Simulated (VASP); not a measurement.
Data:

```
CELL_PARAMETERS angstrom
      0.00000     3.14980     3.14980
      3.14980     0.00000     3.14980
      3.14980     3.14980     0.00000
ATOMIC_POSITIONS crystal
  C  0.00000 0.00000 0.00000
  Ru 0.50000 0.50000 0.50000
  Ru 0.25000 0.25000 0.25000
  Ru 0.75000 0.75000 0.75000
```

The numbers are results of PBE GGA, VASP's PBE PAW potentials (set 64) (plane waves; VASP 6.6.1), not measurements. Settings: 520 eV cut-off, 8×8×8 Γ-centred mesh, Gaussian smearing of 0.050 eV, potentials C Ru_pv.

Q: Give the stress tensor in GPa (positive for a compressed cell).

A: 
```
-35.84    0.00    0.00
  0.00  -35.84    0.00
  0.00    0.00  -35.84
```
The pressure is its mean diagonal, -35.84 GPa.

The structure was generated: Ru3C was put into the D03 type (Fm-3m), which need not be its known phase. The cell was not relaxed at this level. The run is one of a series of settings (KPOINTS 8×8×8 Γ-centred mesh against the base run), some of them coarse on purpose.
